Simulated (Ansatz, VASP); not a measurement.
# Cross-check of Cu55Si (Si in Cu(100), 2x2) between VASP and Ansatz, part 2 of 2

Wanted: the spread between two codes on one cell, functional and k mesh. Of the first pair: The structure shown is the start of the Ansatz relaxation below; VASP solves that cell, so the two are compared at the walk's first step.

VASP 6.6.1 and Ansatz 0.2.0.

So far: The starting structure; Ansatz: relaxation, PBE.

### Step 3. VASP: single point, PBE, start cell, pair 1

Level of this step: PBE; plane waves and PAW (Cu, Si) (VASP).

The same cell, functional, mesh and smearing now go to VASP, with its own data sets.

Lines of VASP's logs that name or quote its potential files are left out, and so is its time.

The input, INCAR:

```
SYSTEM = Cu55Si
PREC = Accurate
ENCUT = 520
EDIFF = 1E-06
NELM = 120
ISMEAR = -1
SIGMA = 0.1
LREAL = Auto
ALGO = Normal
GGA = PE
NBANDS = 360
LASPH = .TRUE.
LORBIT = 11
LWAVE = .FALSE.
LCHARG = .FALSE.
ISIF = 2
GGA_COMPAT = .FALSE.
KPAR = 4
```

The input, POSCAR:

```
Cu55Si
1.0
    5.1123254594      0.0000000000      0.0000000000
    0.0000000000      5.1123254594      0.0000000000
    0.0000000000      0.0000000000     25.3047200000
Cu Si
55 1
Direct
    0.9999999022      0.9999999022      0.0357142857
    0.9999999022      0.4999999551      0.0357142857
    0.4999999551      0.9999999022      0.0357142857
    0.4999999551      0.4999999551      0.0357142857
    0.2499999286      0.2499999286      0.1071428571
    0.2499999286      0.7499999286      0.1071428571
    0.7499999286      0.2499999286      0.1071428571
    0.7499999286      0.7499999286      0.1071428571
    0.9999999022      0.9999999022      0.1785714286
    0.9999999022      0.4999999551      0.1785714286
    0.4999999551      0.9999999022      0.1785714286
    0.4999999551      0.4999999551      0.1785714286
    0.2499999286      0.2499999286      0.2500000000
    0.2499999286      0.7499999286      0.2500000000
    0.7499999286      0.2499999286      0.2500000000
    0.7499999286      0.7499999286      0.2500000000
    0.9999999022      0.9999999022      0.3214285714
    0.9999999022      0.4999999551      0.3214285714
    0.4999999551      0.9999999022      0.3214285714
    0.4999999551      0.4999999551      0.3214285714
    0.2499999286      0.2499999286      0.3928571429
    0.2499999286      0.7499999286      0.3928571429
    0.7499999286      0.2499999286      0.3928571429
    0.7499999286      0.7499999286      0.3928571429
    0.9999999022      0.9999999022      0.4642857143
    0.9999999022      0.4999999551      0.4642857143
    0.4999999551      0.9999999022      0.4642857143
    0.4999999551      0.4999999551      0.4642857143
    0.2499999286      0.7499999286      0.5357142857
    0.7499999286      0.2499999286      0.5357142857
    0.7499999286      0.7499999286      0.5357142857
    0.9999999022      0.9999999022      0.6071428571
    0.9999999022      0.4999999551      0.6071428571
    0.4999999551      0.9999999022      0.6071428571
    0.4999999551      0.4999999551      0.6071428571
    0.2499999286      0.2499999286      0.6785714286
    0.2499999286      0.7499999286      0.6785714286
    0.7499999286      0.2499999286      0.6785714286
    0.7499999286      0.7499999286      0.6785714286
    0.9999999022      0.9999999022      0.7500000000
    0.9999999022      0.4999999551      0.7500000000
    0.4999999551      0.9999999022      0.7500000000
    0.4999999551      0.4999999551      0.7500000000
    0.2499999286      0.2499999286      0.8214285714
    0.2499999286      0.7499999286      0.8214285714
    0.7499999286      0.2499999286      0.8214285714
    0.7499999286      0.7499999286      0.8214285714
    0.9999999022      0.9999999022      0.8928571429
    0.9999999022      0.4999999551      0.8928571429
    0.4999999551      0.9999999022      0.8928571429
    0.4999999551      0.4999999551      0.8928571429
    0.2499999286      0.2499999286      0.9642857143
    0.2499999286      0.7499999286      0.9642857143
    0.7499999286      0.2499999286      0.9642857143
    0.7499999286      0.7499999286      0.9642857143
    0.2499999286      0.2499999286      0.5357142857
```

The input, KPOINTS:

```
Automatic mesh
0
Gamma
4 4 1
0 0 0
```

PAW data sets: Cu and Si (PBE family, release 64).

Command:

```console
$ mpirun -np 8 vasp_std
```

Numbers of over 12 decimals in the logs are rounded to 6 here.

Output:

```text
[banner, memory and clock lines left out]
running    8 mpi-ranks, on    1 nodes
[...]
|                                                                             |
|           W    W    AA    RRRRR   N    N  II  N    N   GGGG   !!!           |
|           W    W   A  A   R    R  NN   N  II  NN   N  G    G  !!!           |
|           W    W  A    A  R    R  N N  N  II  N N  N  G       !!!           |
|           W WW W  AAAAAA  RRRRR   N  N N  II  N  N N  G  GGG   !            |
|           WW  WW  A    A  R   R   N   NN  II  N   NN  G    G                |
|           W    W  A    A  R    R  N    N  II  N    N   GGGG   !!!           |
|                                                                             |
|     For optimal performance we recommend to set                             |
|       NCORE = 2 up to number-of-cores-per-socket                            |
|     NCORE specifies how many cores store one orbital (NPAR=cpu/NCORE).      |
|     This setting can greatly improve the performance of VASP for DFT.       |
|     The default, NCORE=1 might be grossly inefficient on modern             |
|     multi-core architectures or massively parallel machines. Do your        |
|     Unfortunately you need to use the default for GW and RPA                |
|     calculations (for HF NCORE is supported but not extensively tested      |
|     yet).                                                                   |
|                                                                             |

 LDA part: xc-table for (Slater+PW92), standard interpolation
 POSCAR, INCAR and KPOINTS ok, starting setup
[...]
entering main loop
       N       E                     dE             d eps       ncg     rms          rms(c)
DAV:   1     0.724146066870E+04    0.72415E+04   -0.23367E+05  4320   0.302E+03
DAV:   2     0.128720320153E+04   -0.59543E+04   -0.57700E+04  4320   0.710E+02
DAV:   3    -0.111020606390E+03   -0.13982E+04   -0.13205E+04  4320   0.323E+02
DAV:   4    -0.257074592502E+03   -0.14605E+03   -0.13318E+03  4648   0.133E+02
[...]
DAV:  22    -0.210556709309E+03   -0.38405E-05   -0.38123E-05  5048   0.330E-02    0.950E-03
DAV:  23    -0.210556707503E+03    0.18068E-05   -0.60374E-06  4416   0.296E-02    0.384E-03
DAV:  24    -0.210556707126E+03    0.37655E-06   -0.29792E-06  3184   0.175E-02
   1 F= -.21055671E+03 E0= -.21016321E+03  d E =-.786995E+00
```

From OUTCAR (step 3):

```text
  Total       11.4312496     11.4312496      8.2136795      0.0000000      0.0000000      0.0000000
  in kB       27.6927297     27.6927297     19.8980176      0.0000000      0.0000000      0.0000000
  external PRESSURE =      25.0944923 kB  Pullay stress =       0.0000000 kB

 POSITION                                       TOTAL-FORCE (eV/Angst)
 -----------------------------------------------------------------------------------
      5.11232      5.11232      0.90374         0.013297      0.013297     -0.000000
      5.11232      2.55616      0.90374         0.013297     -0.013297     -0.000000
      2.55616      5.11232      0.90374        -0.013297      0.013297     -0.000000
      2.55616      2.55616      0.90374        -0.013297     -0.013297     -0.000000
      1.27808      1.27808      2.71122        -0.000000      0.000000     -0.000729
      1.27808      3.83424      2.71122         0.000000      0.000000      0.002492
      3.83424      1.27808      2.71122        -0.000000     -0.000000      0.002492
      3.83424      3.83424      2.71122         0.000000     -0.000000     -0.000851
      5.11232      5.11232      4.51870         0.003516      0.003516      0.005753
      5.11232      2.55616      4.51870         0.003516     -0.003516      0.005753
      2.55616      5.11232      4.51870        -0.003516      0.003516      0.005753
      2.55616      2.55616      4.51870        -0.003516     -0.003516      0.005753
      1.27808      1.27808      6.32618         0.000000      0.000000      0.001068
      1.27808      3.83424      6.32618         0.000000      0.000000      0.008432
[...]
-----------------------------------------------------------------------------------
    total drift:                               -0.000001     -0.000001     -0.000112

  FREE ENERGIE OF THE ION-ELECTRON SYSTEM (eV)
  ---------------------------------------------------
  free  energy   TOTEN  =      -210.5567071261 eV

  energy  without entropy=     -209.7697118218  energy(sigma->0) =     -210.16320947

[... 1 further part left out ...]
```

This run has no spin polarisation. Its electron count is odd, so without a moment it is a metal by construction.

### Step 4. Side by side

Known differences besides the potentials themselves: the data sets hold 1049 valence electrons in Ansatz (on its PAW soft_1 files) and 609 in VASP; the cutoff is 420 eV in Ansatz and 520 eV in VASP (PREC = Accurate, projectors in real space). Total energies have different zeros and are not compared.

Forces on 9 of the 56 atoms, those with the largest forces and the largest differences (eV/Å; atoms numbered as in POSCAR):

```csv
atom,"Ansatz x, y, z","VASP x, y, z"
Cu21,"0.000, 0.000, -0.175","0.000, 0.000, -0.176"
Cu24,"0.000, 0.000, 0.003","0.000, 0.000, 0.010"
Cu25,"0.061, 0.061, 0.020","0.060, 0.060, 0.018"
Cu27,"-0.061, 0.061, 0.020","-0.060, 0.060, 0.018"
Cu28,"-0.061, -0.061, 0.020","-0.060, -0.060, 0.018"
Cu32,"0.061, 0.061, -0.020","0.060, 0.060, -0.018"
Cu33,"0.061, -0.061, -0.020","0.060, -0.060, -0.018"
Cu36,"0.000, 0.000, 0.175","0.000, 0.000, 0.176"
Cu39,"0.000, 0.000, -0.003","0.000, 0.000, -0.010"
```

The forces differ by 0.9 meV/Å r.m.s., which is 3.3 % of the r.m.s. force of 0.027 eV/Å (both taken over all components).

### Step 5. Ansatz: relaxation, PBE

This run makes the geometry at which the two programs are then compared.

The structure compared here is the end of the Ansatz relaxation.

The input, input.yaml:

```yaml
crystal:
  lattice:
    - [5.1123254594, 0.0, 0.0]
    - [0.0, 5.1123254594, 0.0]
    - [0.0, 0.0, 25.30472]
  atoms:
    - { symbol: Cu, position: [0.0, 0.0, 0.0357142857] }
    - { symbol: Cu, position: [0.0, 0.5, 0.0357142857] }
    - { symbol: Cu, position: [0.5, 0.0, 0.0357142857] }
    - { symbol: Cu, position: [0.5, 0.5, 0.0357142857] }
    - { symbol: Cu, position: [0.25, 0.25, 0.1071428571] }
    - { symbol: Cu, position: [0.25, 0.75, 0.1071428571] }
    - { symbol: Cu, position: [0.75, 0.25, 0.1071428571] }
    - { symbol: Cu, position: [0.75, 0.75, 0.1071428571] }
    - { symbol: Cu, position: [0.0, 0.0, 0.1785714286] }
    - { symbol: Cu, position: [0.0, 0.5, 0.1785714286] }
    - { symbol: Cu, position: [0.5, 0.0, 0.1785714286] }
    - { symbol: Cu, position: [0.5, 0.5, 0.1785714286] }
    - { symbol: Cu, position: [0.25, 0.25, 0.25] }
    - { symbol: Cu, position: [0.25, 0.75, 0.25] }
    - { symbol: Cu, position: [0.75, 0.25, 0.25] }
    - { symbol: Cu, position: [0.75, 0.75, 0.25] }
    - { symbol: Cu, position: [0.0, 0.0, 0.3214285714] }
    - { symbol: Cu, position: [0.0, 0.5, 0.3214285714] }
    - { symbol: Cu, position: [0.5, 0.0, 0.3214285714] }
    - { symbol: Cu, position: [0.5, 0.5, 0.3214285714] }
    - { symbol: Cu, position: [0.25, 0.25, 0.3928571429] }
    - { symbol: Cu, position: [0.25, 0.75, 0.3928571429] }
    - { symbol: Cu, position: [0.75, 0.25, 0.3928571429] }
    - { symbol: Cu, position: [0.75, 0.75, 0.3928571429] }
    - { symbol: Cu, position: [0.0, 0.0, 0.4642857143] }
    - { symbol: Cu, position: [0.0, 0.5, 0.4642857143] }
    - { symbol: Cu, position: [0.5, 0.0, 0.4642857143] }
    - { symbol: Cu, position: [0.5, 0.5, 0.4642857143] }
    - { symbol: Si, position: [0.25, 0.25, 0.5357142857] }
    - { symbol: Cu, position: [0.25, 0.75, 0.5357142857] }
    - { symbol: Cu, position: [0.75, 0.25, 0.5357142857] }
    - { symbol: Cu, position: [0.75, 0.75, 0.5357142857] }
    - { symbol: Cu, position: [0.0, 0.0, 0.6071428571] }
    - { symbol: Cu, position: [0.0, 0.5, 0.6071428571] }
    - { symbol: Cu, position: [0.5, 0.0, 0.6071428571] }
    - { symbol: Cu, position: [0.5, 0.5, 0.6071428571] }
    - { symbol: Cu, position: [0.25, 0.25, 0.6785714286] }
    - { symbol: Cu, position: [0.25, 0.75, 0.6785714286] }
    - { symbol: Cu, position: [0.75, 0.25, 0.6785714286] }
    - { symbol: Cu, position: [0.75, 0.75, 0.6785714286] }
    - { symbol: Cu, position: [0.0, 0.0, 0.75] }
    - { symbol: Cu, position: [0.0, 0.5, 0.75] }
    - { symbol: Cu, position: [0.5, 0.0, 0.75] }
    - { symbol: Cu, position: [0.5, 0.5, 0.75] }
    - { symbol: Cu, position: [0.25, 0.25, 0.8214285714] }
    - { symbol: Cu, position: [0.25, 0.75, 0.8214285714] }
    - { symbol: Cu, position: [0.75, 0.25, 0.8214285714] }
    - { symbol: Cu, position: [0.75, 0.75, 0.8214285714] }
    - { symbol: Cu, position: [0.0, 0.0, 0.8928571429] }
    - { symbol: Cu, position: [0.0, 0.5, 0.8928571429] }
    - { symbol: Cu, position: [0.5, 0.0, 0.8928571429] }
    - { symbol: Cu, position: [0.5, 0.5, 0.8928571429] }
    - { symbol: Cu, position: [0.25, 0.25, 0.9642857143] }
    - { symbol: Cu, position: [0.25, 0.75, 0.9642857143] }
    - { symbol: Cu, position: [0.75, 0.25, 0.9642857143] }
    - { symbol: Cu, position: [0.75, 0.75, 0.9642857143] }
kpoints:
  mp_grid: { grid: [4, 4, 1] }
hamiltonian:
  xc: pbe
  pseudopotentials: { kind: paw, azcp: { folder: soft_1 } }
scf:
  occupations: { method: fermi_dirac, width: 0.1 }
relax:
  f_tol: 0.03
  max_steps: 40
  constraints:
    - { sites: [0, 1, 2, 3, 4, 5, 6, 7, 8, 9, 10, 11, 12, 13, 14, 15, 40, 41, 42, 43, 44, 45, 46, 47, 48, 49, 50, 51, 52, 53, 54, 55] }
```

Command:

```console
$ ansatz run input.yaml --threads 4 --pin off --max-ram 15360MiB --backend cpu --events-out ev --progress --plain --runs-dir out
```

Output:

```text
[...]
Crystal: 56 atoms, lattice volume = 661.361 Å³
Basis set: ecut = 420 eV, 12885 PW (Γ), exchange–correlation on 72×72×360 points (8 copies of the dense FFT grid, shifted against one another)
Bands: 630, of which v1, the nominal top of the filled ones, is band 525 counted from 1 (524 counted from 0)
Symmetry: 8 space group operations
k-points: 6 of 16
[...]
- { symbol: Cu, position: [0.250000, 0.750000, 0.107143] }
    - { symbol: Cu, position: [0.750000, 0.250000, 0.107143] }
    - { symbol: Cu, position: [0.750000, 0.750000, 0.107143] }
[...]
- { symbol: Si, position: [0.250000, 0.250000, 0.535588] }
[...]
- { symbol: Cu, position: [0.250000, 0.250000, 0.964286] }
    - { symbol: Cu, position: [0.250000, 0.750000, 0.964286] }
    - { symbol: Cu, position: [0.750000, 0.250000, 0.964286] }
    - { symbol: Cu, position: [0.750000, 0.750000, 0.964286] }
[key lines of the parts left out:]
SCF converged after 6 iterations
Free energy (F): -365021.052796 eV
Fermi energy:    16.363587 eV
```

### Step 6. VASP: single point, PBE, relaxed cell, pair 2

The same cell, functional, mesh and smearing now go to VASP, with its own data sets.

INCAR is that of step 3.

The input, POSCAR:

```
Cu55Si
1.0
    5.1123254594      0.0000000000      0.0000000000
    0.0000000000      5.1123254594      0.0000000000
    0.0000000000      0.0000000000     25.3047200000
Cu Si
55 1
Direct
    0.0000000000      0.0000000000      0.0357142857
    0.0000000000      0.5000000000      0.0357142857
    0.5000000000      0.0000000000      0.0357142857
    0.5000000000      0.5000000000      0.0357142857
    0.2500000000      0.2500000000      0.1071428571
    0.2500000000      0.7500000000      0.1071428571
    0.7500000000      0.2500000000      0.1071428571
    0.7500000000      0.7500000000      0.1071428571
    0.0000000000      0.0000000000      0.1785714286
    0.0000000000      0.5000000000      0.1785714286
    0.5000000000      0.0000000000      0.1785714286
    0.5000000000      0.5000000000      0.1785714286
    0.2500000000      0.2500000000      0.2500000000
    0.2500000000      0.7500000000      0.2500000000
    0.7500000000      0.2500000000      0.2500000000
    0.7500000000      0.7500000000      0.2500000000
    0.9994644355      0.9994644355      0.3211727056
    0.9994644355      0.5005355645      0.3211727056
    0.5005355645      0.9994644355      0.3211727056
    0.5005355645      0.5005355645      0.3211727056
    0.2500000000      0.2500000000      0.3913418086
    0.2500000000      0.7500000000      0.3925860938
    0.7500000000      0.2500000000      0.3925860938
    0.7500000000      0.7500000000      0.3930185108
    0.0016049026      0.0016049026      0.4641050597
    0.0016049026      0.4983950974      0.4641050597
    0.4983950974      0.0016049026      0.4641050597
    0.4983950974      0.4983950974      0.4641050597
    0.2500000000      0.7500000000      0.5355825791
    0.7500000000      0.2500000000      0.5355825791
    0.7500000000      0.7500000000      0.5355770877
    0.0015623672      0.0015623672      0.6070618190
    0.0015623672      0.4984376328      0.6070618190
    0.4984376328      0.0015623672      0.6070618190
    0.4984376328      0.4984376328      0.6070618190
    0.2500000000      0.2500000000      0.6797609922
    0.2500000000      0.7500000000      0.6785915785
    0.7500000000      0.2500000000      0.6785915785
    0.7500000000      0.7500000000      0.6782337520
    0.0000000000      0.0000000000      0.7500000000
    0.0000000000      0.5000000000      0.7500000000
    0.5000000000      0.0000000000      0.7500000000
    0.5000000000      0.5000000000      0.7500000000
    0.2500000000      0.2500000000      0.8214285714
    0.2500000000      0.7500000000      0.8214285714
    0.7500000000      0.2500000000      0.8214285714
    0.7500000000      0.7500000000      0.8214285714
    0.0000000000      0.0000000000      0.8928571429
    0.0000000000      0.5000000000      0.8928571429
    0.5000000000      0.0000000000      0.8928571429
    0.5000000000      0.5000000000      0.8928571429
    0.2500000000      0.2500000000      0.9642857143
    0.2500000000      0.7500000000      0.9642857143
    0.7500000000      0.2500000000      0.9642857143
    0.7500000000      0.7500000000      0.9642857143
    0.2500000000      0.2500000000      0.5355882470
```

KPOINTS is that of step 3.

Command:

```console
$ mpirun -np 8 vasp_std
```

Output:

```text
[banner, memory and clock lines left out]
running    8 mpi-ranks, on    1 nodes
[...]
[... a notice as in an earlier step ...]

 LDA part: xc-table for (Slater+PW92), standard interpolation
 POSCAR, INCAR and KPOINTS ok, starting setup
[...]
entering main loop
       N       E                     dE             d eps       ncg     rms          rms(c)
DAV:   1     0.724284269699E+04    0.72428E+04   -0.23369E+05  4320   0.302E+03
DAV:   2     0.128660500257E+04   -0.59562E+04   -0.57722E+04  4320   0.710E+02
DAV:   3    -0.110885706504E+03   -0.13975E+04   -0.13201E+04  4320   0.323E+02
DAV:   4    -0.257138212567E+03   -0.14625E+03   -0.13332E+03  4656   0.133E+02
[...]
DAV:  24    -0.210566908379E+03    0.79158E-05   -0.22583E-05  4640   0.382E-02    0.110E-02
DAV:  25    -0.210566907592E+03    0.78732E-06   -0.21381E-05  4488   0.343E-02    0.364E-03
DAV:  26    -0.210566908464E+03   -0.87170E-06   -0.40025E-06  3704   0.159E-02
   1 F= -.21056691E+03 E0= -.21017426E+03  d E =-.785293E+00
```

OUTCAR, selected parts (step 6):

```text
  Total       11.8036389     11.8036389      8.4905521      0.0000000     -0.0000000      0.0000000
  in kB       28.5948598     28.5948598     20.5687541      0.0000000     -0.0000000      0.0000000
  external PRESSURE =      25.9194912 kB  Pullay stress =       0.0000000 kB

 POSITION                                       TOTAL-FORCE (eV/Angst)
 -----------------------------------------------------------------------------------
      0.00000      0.00000      0.90374         0.013639      0.013639      0.000997
      0.00000      2.55616      0.90374         0.013639     -0.013639      0.000997
      2.55616      0.00000      0.90374        -0.013639      0.013639      0.000997
      2.55616      2.55616      0.90374        -0.013639     -0.013639      0.000997
      1.27808      1.27808      2.71122        -0.000000      0.000000     -0.001884
      1.27808      3.83424      2.71122        -0.000000      0.000000      0.001664
      3.83424      1.27808      2.71122        -0.000000      0.000000      0.001664
      3.83424      3.83424      2.71122        -0.000000      0.000000     -0.002084
      0.00000      0.00000      4.51870         0.003968      0.003968      0.005325
      0.00000      2.55616      4.51870         0.003968     -0.003968      0.005325
      2.55616      0.00000      4.51870        -0.003968      0.003968      0.005325
      2.55616      2.55616      4.51870        -0.003968     -0.003968      0.005325
      1.27808      1.27808      6.32618        -0.000000      0.000000     -0.009731
      1.27808      3.83424      6.32618        -0.000000      0.000000     -0.016534
[...]
-----------------------------------------------------------------------------------
    total drift:                               -0.000000      0.000000     -0.003958

  FREE ENERGIE OF THE ION-ELECTRON SYSTEM (eV)
  ---------------------------------------------------
  free  energy   TOTEN  =      -210.5669084637 eV

  energy  without entropy=     -209.7816153281  energy(sigma->0) =     -210.17426190

[... 1 part as in an earlier step ...]
```

The run ends at a pressure of 2.59 GPa, with forces up to 0.047 eV/Å.

### Step 7. Comparison

What differs besides the data sets and the points named for the pairs above, as far as they apply: the data sets hold 1049 valence electrons in Ansatz (on its PAW soft_1 files) and 609 in VASP. Total energies have different zeros and are not compared.

At this near-relaxed geometry the largest component of a force difference is 7 meV/Å.

### Step 8. What came out

```
r.m.s. force difference (single point, PBE, start cell, pair 1)   : 0.89 meV/Å
r.m.s. force difference (single point, PBE, relaxed cell, pair 2) : 1 meV/Å
```

The r.m.s. force difference is 1 meV/Å (single point, PBE, relaxed cell, pair 2), within the 12 meV/Å picked in this series as the mark of a large difference. The data sets hold unlike numbers of valence electrons (1049 in Ansatz and 609 in VASP), so part of the differences comes from the potentials. Such differences can come from data sets, numerical settings and the points named under the comparisons, not from the functional's error against experiment.

[Lines on the potential files, build, host, timing and source positions are cut from VASP's logs without a mark.]

[Logs are printed without paths, hosts, clocks, repeated set-up lines and the standing remarks that a program may print on its own settings, such as how far it seeks lower states.]

[Hosts, paths, dates, database ids (printed as entryN), source tags and the programs' standing remarks are cut or masked in the printed files.]
